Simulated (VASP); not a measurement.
A convergence study with VASP on Ag (fcc): one setting is varied, all else stays as given below, so the limit is that of these other settings. Each run relaxes cell and ions from the cell shown. The basis is that of the starting cell, so low cut-offs carry a Pulay error.

```
CELL_PARAMETERS angstrom
      0.00000     2.04500     2.04500
      2.04500     0.00000     2.04500
      2.04500     2.04500     0.00000
ATOMIC_POSITIONS crystal
  Ag 0.00000 0.00000 0.00000
```

Method: PBEsol GGA, VASP's PBE PAW potentials (set 64) (plane waves; VASP 6.6.1). The tightest run used: 700 eV cut-off, 13×13×13 Γ-centred mesh, first-order Methfessel-Paxton smearing of 0.10 eV, potentials Ag.

The settings run are ENCUT = 200; ENCUT = 250; ENCUT = 300; ENCUT = 350; ENCUT = 400; ENCUT = 450; ENCUT = 500; ENCUT = 550; ENCUT = 600; ENCUT = 650; ENCUT = 700. From which on does the relaxed volume stay within 0.05 Å³/atom of the tightest run?

From ENCUT = 400 on: it is off by 0.040 there and by no more than 0.05 in any finer run, while ENCUT = 350 is off by 0.123.
| setting | relaxed volume (Å³/atom) | E (eV/atom) | plane waves | difference judged (Å³/atom) |
|---|---|---|---|---|
| ENCUT = 200 | 14.571 | -3.6025 | 118 | 2.031 |
| ENCUT = 250 | 16.355 | -3.3207 | 169 | 0.247 |
| ENCUT = 300 | 16.548 | -3.3193 | 208 | 0.054 |
| ENCUT = 350 | 16.479 | -3.3139 | 268 | 0.123 |
| ENCUT = 400 | 16.562 | -3.3098 | 331 | 0.040 |
| ENCUT = 450 | 16.605 | -3.3085 | 381 | 0.003 |
| ENCUT = 500 | 16.593 | -3.3087 | 445 | 0.009 |
| ENCUT = 550 | 16.584 | -3.3089 | 531 | 0.018 |
| ENCUT = 600 | 16.591 | -3.3089 | 584 | 0.011 |
| ENCUT = 650 | 16.600 | -3.3088 | 654 | 0.002 |
| ENCUT = 700 | 16.602 | -3.3087 | 736 | 0.000 |

Left out are rungs that failed or repeat a setting and relaxations that didn't move; long series are thinned to 24 rows.

The compound is Ag in the fcc structure.
